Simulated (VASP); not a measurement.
Here is the system:

```yaml
crystal:
  lattice:
    - [3.20395, 0.00000, 0.00000]
    - [-1.60198, 2.77470, 0.00000]
    - [0.00000, 0.00000, 5.91444]
  atoms:
    - { symbol: Pt, position: [0.33333, 0.66667, 0.00801] }
    - { symbol: Pt, position: [0.66667, 0.33333, 0.50801] }
    - { symbol: C, position: [0.33333, 0.66667, 0.36699] }
    - { symbol: C, position: [0.66667, 0.33333, 0.86699] }
```

Method: PBE GGA, VASP's PBE PAW potentials (set 64) (plane waves; VASP 6.6.1). Numerical set-up: 520 eV cut-off, Gaussian smearing of 0.050 eV, potentials Pt C.

### Question
Give the energies of bands 4 to 17 at the high-symmetry points, in eV from the Fermi level.

### Answer

```csv
band,Γ,M,K,A,L,H
4,-6.88,-7.27,-5.77,-7.43,-7.62,-6.74
5,-6.80,-6.34,-5.77,-6.62,-5.72,-6.70
6,-6.80,-6.18,-5.72,-6.62,-5.72,-6.70
7,-6.39,-4.88,-5.57,-6.62,-5.56,-4.61
8,-6.39,-4.88,-5.57,-6.62,-5.56,-4.61
9,-3.98,-4.30,-4.60,-3.59,-3.11,-4.40
10,-3.98,-2.92,-4.21,-3.59,-3.11,-4.40
11,-3.25,-2.81,-3.69,-3.59,-2.90,-2.91
12,-3.25,-2.44,-3.69,-3.59,-2.90,-2.91
13,-2.67,-2.25,-1.72,0.48,-2.10,-1.38
14,2.56,-1.71,-0.05,0.48,-2.10,-1.38
15,2.67,-1.02,-0.05,3.59,0.50,-0.24
16,2.67,0.11,0.89,3.59,0.50,-0.24
17,4.46,1.72,0.89,3.59,1.65,1.52
```

It has no gap at this level: it comes out as a metal or semimetal.

The structure was generated: PtC was put into the wurtzite type (P6_3mc), which need not be its known phase. It was relaxed first, which changed the volume by -10 %.
